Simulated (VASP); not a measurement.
```
CELL_PARAMETERS angstrom
      1.71307    -2.96713     0.00000
      1.71307     2.96713     0.00000
      0.00000     0.00000     5.43290
ATOMIC_POSITIONS crystal
  Lu 0.33333 0.66667 0.25000
  Lu 0.66667 0.33333 0.75000
```

Level of theory: PBE GGA, VASP's PBE PAW potentials (set 64) (plane waves; VASP). Numerical set-up: 300 eV cut-off, 10×10×6 Γ-centred mesh, Fermi-Dirac smearing of 0.10 eV, potentials Lu_3.

At this cut-off the stress carries a Pulay error, which pulls relaxed volumes low.

Question: Give the stress tensor in GPa (positive for a compressed cell).

Answer: 
```
3.86  0.00  0.00
0.00  3.86  0.00
0.00  0.00  2.50
```
The pressure is its mean diagonal, 3.41 GPa.

The structure is a typed Lu crystal (P6_3/mmc). The cell was not relaxed at this level.
